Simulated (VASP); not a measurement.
A convergence study with VASP on FeO: one setting is varied, all else stays as given below, so the limit is that of these other settings.

```yaml
crystal:
  lattice:
    - [3.05259, 0.00000, 0.00000]
    - [-3.05259, 3.05259, 0.00000]
    - [0.00000, 0.00000, 20.47551]
  atoms:
    - { symbol: Fe, position: [0.00000, 0.00000, 0.44729], spin: 4.0 }
    - { symbol: Fe, position: [0.00000, 0.50000, 0.34187], spin: 4.0 }
    - { symbol: Fe, position: [0.00000, 0.00000, 0.65813], spin: 4.0 }
    - { symbol: Fe, position: [0.00000, 0.50000, 0.55271], spin: 4.0 }
    - { symbol: O, position: [0.00000, 0.50000, 0.44729] }
    - { symbol: O, position: [0.00000, 0.00000, 0.34187] }
    - { symbol: O, position: [0.00000, 0.50000, 0.65813] }
    - { symbol: O, position: [0.00000, 0.00000, 0.55271] }
```

Method: PBEsol GGA, VASP's PBE PAW potentials (set 64) (plane waves; VASP). The tightest run used: 400 eV cut-off, 28×28×1 Γ-centred mesh, Fermi-Dirac smearing of 0.010 eV, potentials Fe O.

The moments were started parallel, and other spin orders were not tried in this run.

| setting | E (eV/atom) | largest force (eV/Å) | moment (μB) | irreducible k-points |
|---|---|---|---|---|
| 3×3×1 mesh | -7.7496 | 1.180 | 16.050 | 3 |
| 4×4×1 mesh | -7.7787 | 1.052 | 16.125 | 6 |
| 5×5×1 mesh | -7.7791 | 1.147 | 16.080 | 6 |

Q: These are the cheaper rows. Estimate the results at 28×28×1 mesh, and how far the last row shown lies from them.

A: 
```tsv
quantity	tightest run	last row shown is off by
E (eV/atom)	-7.7793	0.0002
largest force (eV/Å)	1.141	0.006
moment (μB)	16.009	0.071
```

Left out are rungs that failed or repeat a setting and relaxations that didn't move; long series are thinned to 24 rows.

The cell is a sheet or thin cut with vacuum, built from a generated structure.
